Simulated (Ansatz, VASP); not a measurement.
# LaYO2F2 in two plane-wave programs, part 2 of 2

Wanted: the spread between two codes on one cell, functional and k mesh. The cell is taken from a series of runs on this material, whose earlier steps may have relaxed, scaled, displaced or heated it; both programs get it as it stands.

VASP 6.6.1 and Ansatz 0.2.0.

So far: The starting structure; Ansatz: dielectric response, PBE.

The structure was built from a prototype and need not be the compound's stable phase.

## (3) VASP: dielectric response, PBE

Level of this step: PBE; plane waves and PAW (La, Y_sv, F, O) (VASP).

The same cell, functional and mesh now go to VASP, with its own data sets.

Lines of VASP's logs that name or quote its potential files are left out, and so is its time.

Contents of INCAR:

```
SYSTEM = LaYO2F2
PREC = Accurate
ENCUT = 520
EDIFF = 1E-08
NELM = 200
ISMEAR = 0
SIGMA = 0.01
LREAL = .FALSE.
ALGO = Normal
GGA = PE
NBANDS = 30
LASPH = .TRUE.
LORBIT = 11
LWAVE = .FALSE.
LCHARG = .FALSE.
ISIF = 2
LEPSILON = .TRUE.
GGA_COMPAT = .FALSE.
EFERMI = MIDGAP
LMAXMIX = 6
KPAR = 2
```

Contents of POSCAR:

```
LaYO2F2
1.0
    3.9734383700      0.0000000000      0.0000000000
    0.0000000000      3.9734383700      0.0000000000
    0.0000000000      0.0000000000      5.7076247346
La Y F O
1 1 2 2
Direct
    0.0000000000      0.5000000000      0.7142275602
    0.5000000000      0.0000000000      0.2908634744
    0.5000000000      0.5000000000      0.0105559981
    0.0000000000      0.0000000000      0.0105559981
    0.5000000000      0.5000000000      0.4868984847
    0.0000000000      0.0000000000      0.4868984847
```

Contents of KPOINTS:

```
Automatic mesh
0
Gamma
6 6 4
0 0 0
```

The projector-augmented-wave data sets are La, Y_sv, F and O (PBE family, release 64).

Run with:

```bash
> mpirun -np 2 vasp_std
```

Numbers of over 12 decimals in the logs are rounded to 6 here.

Output:

```text
[banner, memory and clock lines left out]
running    2 mpi-ranks, on    1 nodes
 distrk:  each k-point on    1 cores,    2 groups
 distr:  one band on    1 cores,    1 groups

 POSCAR found type information on POSCAR LaY F O
 POSCAR found :  4 types and       6 ions
 LDA part: xc-table for (Slater+PW92), standard interpolation
 POSCAR, INCAR and KPOINTS ok, starting setup
 FFT: planning ... GRIDC
 FFT: planning ... GRID_SOFT
 FFT: planning ... GRID
 WAVECAR not read
 entering main loop
       N       E                     dE             d eps       ncg     rms          rms(c)
DAV:   1     0.534395530038E+03    0.53440E+03   -0.21805E+04  1992   0.225E+03
DAV:   2     0.681804268938E+02   -0.46622E+03   -0.41472E+03  2184   0.454E+02
DAV:   3    -0.434804506846E+02   -0.11166E+03   -0.10472E+03  2588   0.199E+02
DAV:   4    -0.548858495774E+02   -0.11405E+02   -0.11294E+02  3028   0.538E+01
DAV:   5    -0.555432965579E+02   -0.65745E+00   -0.65682E+00  2830   0.135E+01    0.299E+01
DAV:   6    -0.480677068648E+02    0.74756E+01   -0.47804E+01  2600   0.408E+01    0.283E+01
DAV:   7    -0.480689872056E+02   -0.12803E-02   -0.40656E+00  3000   0.148E+01    0.173E+01
DAV:   8    -0.480748135106E+02   -0.58263E-02   -0.19703E+00  3008   0.979E+00    0.395E+00
DAV:   9    -0.480065099267E+02    0.68304E-01   -0.43459E-01  2944   0.446E+00    0.152E+00
DAV:  10    -0.480081974382E+02   -0.16875E-02   -0.21755E-01  2816   0.322E+00    0.774E-01
DAV:  11    -0.480037771790E+02    0.44203E-02   -0.41275E-02  2568   0.135E+00    0.197E-01
DAV:  12    -0.480044778050E+02   -0.70063E-03   -0.26066E-03  2680   0.327E-01    0.136E-01
DAV:  13    -0.480047561950E+02   -0.27839E-03   -0.79940E-04  3100   0.161E-01    0.634E-02
DAV:  14    -0.480047928021E+02   -0.36607E-04   -0.98931E-05  2560   0.614E-02    0.266E-02
DAV:  15    -0.480048011865E+02   -0.83844E-05   -0.16989E-05  2488   0.277E-02    0.838E-03
DAV:  16    -0.480048005480E+02    0.63850E-06   -0.71290E-06  2602   0.162E-02    0.346E-03
DAV:  17    -0.480048005270E+02    0.20994E-07   -0.70455E-07  2788   0.532E-03    0.153E-03
DAV:  18    -0.480048005529E+02   -0.25825E-07   -0.10609E-07  2648   0.221E-03    0.933E-04
DAV:  19    -0.480048005825E+02   -0.29581E-07   -0.70476E-08  2362   0.155E-03    0.285E-04
DAV:  20    -0.480048005920E+02   -0.95242E-08   -0.57871E-09  1422   0.840E-04
   1 F= -.48004801E+02 E0= -.48004801E+02  d E =0.000000E+00
 Linear response reoptimize wavefunctions to high precision
DAV:   1    -0.480048005983E+02   -0.62992E-08   -0.40954E-09  1540   0.736E-04
DAV:   2    -0.480048005985E+02   -0.22465E-09   -0.14382E-09  1422   0.538E-04
DAV:   3    -0.480048005985E+02   -0.21828E-10   -0.84438E-10  1428   0.397E-04
 Linear response G [H, r] |phi>, progress :
  Direction:   1
       N       E                     dE             d eps       ncg     rms
RMM:   1    -0.188322621572E+03   -0.18832E+03    0.13510E+03  3653   0.269E+02
RMM:   2    -0.155482357863E+03    0.32840E+02   -0.18682E+02  3399   0.930E+01
RMM:   3    -0.165283163103E+03   -0.98008E+01   -0.75215E+01  4368   0.304E+01
RMM:   4    -0.166669895575E+03   -0.13867E+01   -0.14906E+01  4634   0.146E+01
RMM:   5    -0.167306389292E+03   -0.63649E+00   -0.62738E+00  4742   0.753E+00
RMM:   6    -0.167550861818E+03   -0.24447E+00   -0.26968E+00  4808   0.477E+00
RMM:   7    -0.167688792626E+03   -0.13793E+00   -0.16653E+00  4806   0.328E+00
RMM:   8    -0.167774421014E+03   -0.85628E-01   -0.96197E-01  4798   0.238E+00
RMM:   9    -0.167832515413E+03   -0.58094E-01   -0.68243E-01  4806   0.177E+00
RMM:  10    -0.167875273516E+03   -0.42758E-01   -0.42686E-01  4735   0.136E+00
RMM:  11    -0.167898678008E+03   -0.23404E-01   -0.32620E-01  4740   0.106E+00
RMM:  12    -0.167919784836E+03   -0.21107E-01   -0.22756E-01  4659   0.865E-01
RMM:  13    -0.167933045552E+03   -0.13261E-01   -0.19028E-01  4646   0.711E-01
RMM:  14    -0.167944183288E+03   -0.11138E-01   -0.14446E-01  4582   0.604E-01
[...]
RMM:  19    -0.167974025119E+03   -0.37612E-02   -0.60067E-02  4467   0.312E-01
RMM:  20    -0.167977388347E+03   -0.33632E-02   -0.51803E-02  4390   0.280E-01
RMM:  21    -0.167980055412E+03   -0.26671E-02   -0.42004E-02  4422   0.253E-01
RMM:  22    -0.167982481317E+03   -0.24259E-02   -0.37554E-02  4393   0.229E-01
RMM:  23    -0.167984543220E+03   -0.20619E-02   -0.33344E-02  4381   0.208E-01
RMM:  24    -0.167986155492E+03   -0.16123E-02   -0.27740E-02  4391   0.186E-01
RMM:  25    -0.167987543142E+03   -0.13876E-02   -0.20692E-02  4378   0.168E-01
RMM:  26    -0.167988581979E+03   -0.10388E-02   -0.19465E-02  4392   0.149E-01
[...]
RMM:  16    -0.623912228611E+00   -0.32059E-04   -0.56960E-04  3951   0.355E-02
RMM:  17    -0.623945440115E+00   -0.33212E-04   -0.48176E-04  3926   0.318E-02
RMM:  18    -0.623965605940E+00   -0.20166E-04   -0.37714E-04  3799   0.286E-02
RMM:  19    -0.623985245795E+00   -0.19640E-04   -0.30222E-04  3739   0.261E-02
RMM:  20    -0.623998555597E+00   -0.13310E-04   -0.23968E-04  3686   0.239E-02
RMM:  21    -0.624013642064E+00   -0.15086E-04   -0.20919E-04  3598   0.221E-02
RMM:  22    -0.624021029689E+00   -0.73876E-05   -0.17148E-04  3564   0.201E-02
RMM:  23    -0.624031325107E+00   -0.10295E-04   -0.14814E-04  3434   0.186E-02
[...]
change of polarisation eV/A/(eV/A) component  3 :    -0.017    -0.004     1.248
 dielectric tensor                  component  3 :    -0.034    -0.007     3.506
 Linear response to external field, progress :
  Direction:   1
       N       E                     dE             d eps       ncg     rms          rms(c)
RMM:   1    -0.254095486189E+00   -0.25410E+00   -0.35627E+00  3525   0.494E+01
RMM:   2    -0.539660896016E+00   -0.28557E+00   -0.20217E-01  5744   0.594E+00    0.116E+00
RMM:   3    -0.622321380510E+00   -0.82660E-01   -0.33058E-01  6642   0.278E+00    0.778E-01
RMM:   4    -0.658798105290E+00   -0.36477E-01   -0.69321E-02  6907   0.193E+00    0.226E-01
RMM:   5    -0.677439225500E+00   -0.18641E-01   -0.25244E-02  8702   0.928E-01    0.149E-01
RMM:   6    -0.694907879855E+00   -0.17469E-01   -0.70544E-02  8793   0.597E-01    0.897E-02
RMM:   7    -0.703099344061E+00   -0.81915E-02   -0.17360E-02  9045   0.307E-01    0.538E-02
RMM:   8    -0.704712579370E+00   -0.16132E-02   -0.45067E-03  9063   0.208E-01    0.230E-02
RMM:   9    -0.706084536180E+00   -0.13720E-02   -0.29806E-03  9222   0.140E-01    0.142E-02
RMM:  10    -0.706474395902E+00   -0.38986E-03   -0.15933E-03  9136   0.106E-01    0.453E-03
RMM:  11    -0.706581297719E+00   -0.10690E-03   -0.10925E-03  9182   0.744E-02    0.513E-03
RMM:  12    -0.706801332583E+00   -0.22003E-03   -0.71471E-04  9084   0.581E-02    0.264E-03
RMM:  13    -0.706997150570E+00   -0.19582E-03   -0.50649E-04  9096   0.455E-02    0.344E-03
RMM:  14    -0.706840227075E+00    0.15692E-03   -0.40042E-04  8900   0.375E-02    0.855E-03
RMM:  15    -0.706914575222E+00   -0.74348E-04   -0.29850E-04  8986   0.289E-02    0.845E-03
RMM:  16    -0.706919088225E+00   -0.45130E-05   -0.26578E-04  8857   0.238E-02    0.111E-02
RMM:  17    -0.706982711727E+00   -0.63624E-04   -0.21426E-04  8863   0.208E-02    0.996E-03
 change of polarisation eV/A/(eV/A) component  1 :     1.313    -0.011     0.000
 dielectric tensor                  component  1 :     3.636    -0.022     0.000
 Linear response to external field, progress :
  Direction:   2
       N       E                     dE             d eps       ncg     rms          rms(c)
RMM:   1    -0.254094749515E+00   -0.25409E+00   -0.35627E+00  3525   0.494E+01
RMM:   2    -0.539697706676E+00   -0.28560E+00   -0.20261E-01  5741   0.594E+00    0.116E+00
RMM:   3    -0.622278202510E+00   -0.82580E-01   -0.33001E-01  6644   0.278E+00    0.778E-01
RMM:   4    -0.658767278974E+00   -0.36489E-01   -0.69335E-02  6903   0.193E+00    0.226E-01
RMM:   5    -0.677154126646E+00   -0.18387E-01   -0.23877E-02  8697   0.930E-01    0.148E-01
RMM:   6    -0.694862746919E+00   -0.17709E-01   -0.74864E-02  8794   0.606E-01    0.901E-02
RMM:   7    -0.703006222696E+00   -0.81435E-02   -0.17249E-02  9040   0.308E-01    0.543E-02
RMM:   8    -0.704687233274E+00   -0.16810E-02   -0.45668E-03  9070   0.208E-01    0.232E-02
RMM:   9    -0.706037960578E+00   -0.13507E-02   -0.30431E-03  9221   0.140E-01    0.147E-02
RMM:  10    -0.706476268415E+00   -0.43831E-03   -0.16343E-03  9121   0.106E-01    0.459E-03
RMM:  11    -0.706528814761E+00   -0.52546E-04   -0.11225E-03  9141   0.746E-02    0.600E-03
RMM:  12    -0.706665489238E+00   -0.13667E-03   -0.73759E-04  9155   0.570E-02    0.862E-03
RMM:  13    -0.706524471918E+00    0.14102E-03   -0.51243E-04  8965   0.459E-02    0.199E-02
RMM:  14    -0.706696507559E+00   -0.17204E-03   -0.39606E-04  8992   0.365E-02    0.157E-02
RMM:  15    -0.706832226023E+00   -0.13572E-03   -0.30942E-04  9037   0.298E-02    0.133E-02
RMM:  16    -0.706995588827E+00   -0.16336E-03   -0.26874E-04  8846   0.257E-02    0.912E-03
RMM:  17    -0.707075752784E+00   -0.80164E-04   -0.19865E-04  8943   0.211E-02    0.834E-03
RMM:  18    -0.707083524114E+00   -0.77713E-05   -0.17801E-04  8776   0.175E-02    0.945E-03
RMM:  19    -0.707362516938E+00   -0.27899E-03   -0.13424E-04  8565   0.204E-02    0.896E-03
 change of polarisation eV/A/(eV/A) component  2 :    -0.021     1.313     0.000
 dielectric tensor                  component  2 :    -0.043     3.636     0.000
 Linear response to external field, progress :
  Direction:   3
       N       E                     dE             d eps       ncg     rms          rms(c)
RMM:   1    -0.245859384098E+00   -0.24586E+00   -0.32442E+00  1897   0.488E+01
RMM:   2    -0.492393910732E+00   -0.24653E+00   -0.58587E-02  3125   0.588E+00    0.127E+00
RMM:   3    -0.527439927779E+00   -0.35046E-01   -0.27905E-01  3471   0.319E+00    0.865E-01
RMM:   4    -0.544018797763E+00   -0.16579E-01   -0.12987E-01  3736   0.213E+00    0.741E-01
RMM:   5    -0.569564532536E+00   -0.25546E-01   -0.95173E-02  4408   0.103E+00    0.458E-01
RMM:   6    -0.582001982085E+00   -0.12437E-01   -0.22039E-02  4577   0.504E-01    0.536E-02
RMM:   7    -0.582860260069E+00   -0.85828E-03   -0.94530E-03  4627   0.270E-01    0.642E-02
RMM:   8    -0.583932788137E+00   -0.10725E-02   -0.46336E-03  4666   0.178E-01    0.364E-02
RMM:   9    -0.584991308791E+00   -0.10585E-02   -0.34193E-03  4620   0.142E-01    0.160E-02
RMM:  10    -0.584925185803E+00    0.66123E-04   -0.23190E-03  4643   0.111E-01    0.193E-02
RMM:  11    -0.585378236904E+00   -0.45305E-03   -0.19393E-03  4631   0.867E-02    0.410E-03
RMM:  12    -0.585452317496E+00   -0.74081E-04   -0.13507E-03  4673   0.669E-02    0.823E-03
RMM:  13    -0.585528584518E+00   -0.76267E-04   -0.11303E-03  4717   0.554E-02    0.993E-03
RMM:  14    -0.585543391355E+00   -0.14807E-04   -0.86722E-04  4570   0.480E-02    0.132E-02
[...]
RMM:  27    -0.586139678524E+00    0.42146E-05   -0.11380E-04  4325   0.143E-02    0.285E-03
RMM:  28    -0.586122529635E+00    0.17149E-04   -0.11885E-04  4756   0.139E-02    0.363E-03
RMM:  29    -0.586154300568E+00   -0.31771E-04   -0.81962E-05  4638   0.133E-02    0.255E-03
RMM:  30    -0.586160869426E+00   -0.65689E-05   -0.10074E-04  4312   0.118E-02    0.248E-03
RMM:  31    -0.586163290320E+00   -0.24209E-05   -0.69934E-05  4196   0.110E-02    0.286E-03
RMM:  32    -0.586167884770E+00   -0.45945E-05   -0.10225E-04  4103   0.102E-02    0.307E-03
RMM:  33    -0.586168913873E+00   -0.10291E-05   -0.60917E-05  3879   0.953E-03    0.322E-03
RMM:  34    -0.586170417062E+00   -0.15032E-05   -0.80364E-05  4187   0.906E-03    0.320E-03
 change of polarisation eV/A/(eV/A) component  3 :    -0.017    -0.004     1.083
 dielectric tensor                  component  3 :    -0.034    -0.008     3.174
 Born effective charges drift removed
```

OUTCAR, selected parts (step 3):

```text
ion  position               nearest neighbor table
   1  0.000  0.500  0.714-   5 2.37   6 2.37   6 2.37   5 2.37   4 2.61   3 2.61   3 2.61   4 2.61
                             2 3.71   2 3.71   2 3.71   2 3.71
   2  0.500  0.000  0.291-   5 2.28   6 2.28   5 2.28   6 2.28   3 2.55   3 2.55   4 2.55   4 2.55
                             1 3.71   1 3.71   1 3.71   1 3.71
   3  0.500  0.500  0.011-   2 2.55   2 2.55   1 2.61   1 2.61
   4  0.000  0.000  0.011-   2 2.55   2 2.55   1 2.61   1 2.61
   5  0.500  0.500  0.487-   2 2.28   2 2.28   1 2.37   1 2.37
   6  0.000  0.000  0.487-   2 2.28   2 2.28   1 2.37   1 2.37

  LATTYP: Found a simple tetragonal cell.
 ALAT       =     3.9734383700
 C/A-ratio  =     1.4364447622

 Subroutine GETGRP returns: Found  8 space group operations
 (whereof  4 operations were pure point group operations)

The static configuration has the point symmetry C_2v.
 The point group associated with its full space group is C_4v.

 Found     30 irreducible k-points:

   k-points           NKPTS =     30   k-points in BZ     NKDIM =     30   number of bands    NBANDS=     30

   dimension x,y,z NGX =    30 NGY =   30 NGZ =   42
   dimension x,y,z NGXF=    60 NGYF=   60 NGZF=   84

   ENCUT  =  520.0 eV  38.22 Ry    6.18 a.u.   7.39  7.39 10.61*2*pi/ulx,y,z

   NELECT =      48.0000    total number of electrons

 k-points in reciprocal lattice and weights: Automatic mesh
   0.00000000  0.00000000  0.00000000       0.007
   0.16666667  0.00000000  0.00000000       0.028
   0.33333333  0.00000000  0.00000000       0.028
   0.50000000  0.00000000  0.00000000       0.014
   0.16666667  0.16666667  0.00000000       0.028
   0.33333333  0.16666667  0.00000000       0.056
   0.50000000  0.16666667  0.00000000       0.028
   0.33333333  0.33333333  0.00000000       0.028
   0.50000000  0.33333333  0.00000000       0.028
[...]
0.50000000  0.33333333  0.50000000       0.028
   0.50000000  0.50000000  0.50000000       0.007

 average (electrostatic) potential at core
       1 -97.5792       2 -35.0741       3 -74.9614       4 -74.9614       5 -69.4480
       6 -69.4480

  Total       -0.1399239     -0.1399239     -0.1448396      0.0000000      0.0000000      0.0000000
  in kB       -2.4877922     -2.4877922     -2.5751918      0.0000000      0.0000000      0.0000000
  external PRESSURE =      -2.5169254 kB  Pullay stress =       0.0000000 kB

  energy-cutoff  :      520.00
  volume of cell :       90.11
      direct lattice vectors                 reciprocal lattice vectors
     3.973438370  0.000000000  0.000000000     0.251671199  0.000000000  0.000000000
     0.000000000  3.973438370  0.000000000     0.000000000  0.251671199  0.000000000
     0.000000000  0.000000000  5.707624735     0.000000000  0.000000000  0.175204231

 POSITION                                       TOTAL-FORCE (eV/Angst)
 -----------------------------------------------------------------------------------
      0.00000      1.98672      4.07654         0.000000      0.000000     -0.013676
      1.98672      0.00000      1.66014         0.000000      0.000000      0.002113
      1.98672      1.98672      0.06025         0.000000      0.000000     -0.008789
      0.00000      0.00000      0.06025         0.000000      0.000000     -0.008789
      1.98672      1.98672      2.77903         0.000000      0.000000      0.014571
      0.00000      0.00000      2.77903         0.000000      0.000000      0.014571
 -----------------------------------------------------------------------------------
    total drift:                                0.000000      0.000000      0.001181

 MACROSCOPIC STATIC DIELECTRIC TENSOR (including local field effects in DFT)
 ------------------------------------------------------
           3.636184     0.000000     0.000000
           0.000000     3.636184     0.000000
           0.000000     0.000000     3.174048
 ------------------------------------------------------

 PIEZOELECTRIC TENSOR (including local field effects)  for field in x, y, z        (C/m^2)
          XX          YY          ZZ          XY          YZ          ZX
  --------------------------------------------------------------------------------
  x     0.00000     0.00000     0.00000     0.00000     0.00000     0.10210
  y     0.00000     0.00000     0.00000     0.00000     0.10210     0.00000
  z    -0.02543    -0.02543     0.03541     0.00000     0.00000     0.00000

 BORN EFFECTIVE CHARGES (including local field effects) (in |e|, cummulative output)
 ---------------------------------------------------------------------------------
 ion    1
    1     4.06255     0.00000     0.00000
    2     0.00000     4.06255     0.00000
    3     0.00000     0.00000     3.54378
 ion    2
    1     3.97129     0.00000     0.00000
    2     0.00000     3.97129     0.00000
    3     0.00000     0.00000     3.32518
 ion    3
    1    -1.30360     0.00000     0.00000
    2     0.00000    -1.22398     0.00000
    3     0.00000     0.00000    -1.72462
 ion    4
    1    -1.22398     0.00000     0.00000
    2     0.00000    -1.30360     0.00000
    3     0.00000     0.00000    -1.72462
 ion    5
    1    -2.82034     0.00000     0.00000
    2     0.00000    -2.68591     0.00000
    3     0.00000     0.00000    -1.70986
 ion    6
    1    -2.68591     0.00000     0.00000
    2     0.00000    -2.82034     0.00000
    3     0.00000     0.00000    -1.70986
```

## (4) Comparison

Known differences besides the potentials themselves: fixed occupations in Ansatz, narrow Gaussian smearing in VASP; the cutoff is 420 eV in Ansatz and 520 eV in VASP. Total energies have different zeros and are not compared.

Compared:

```
quantity  Ansatz  VASP  difference
   ε∞ xx    3.65  3.64     +0.25 %
   ε∞ yy    3.65  3.64     +0.25 %
   ε∞ zz    3.18  3.17     +0.29 %
```

## (5) What came out

- difference in ε∞ zz (dielectric response, PBE): 0.29 %

**Reading.** The difference in ε∞ zz is 0.29 % (dielectric response, PBE), within the 5 % picked in this series as the mark of a large difference. 1 further run of this series is not shown here. How closely two codes agree says nothing of how well the functional describes the real material.

[Lines on the potential files, build, host, timing and source positions are cut from VASP's logs without a mark.]

[Logs are printed without paths, hosts, clocks, repeated set-up lines and the standing remarks that a program may print on its own settings, such as how far it seeks lower states.]

[Hosts, paths, dates, database ids (printed as entryN), source tags and the programs' standing remarks are cut or masked in the printed files.]
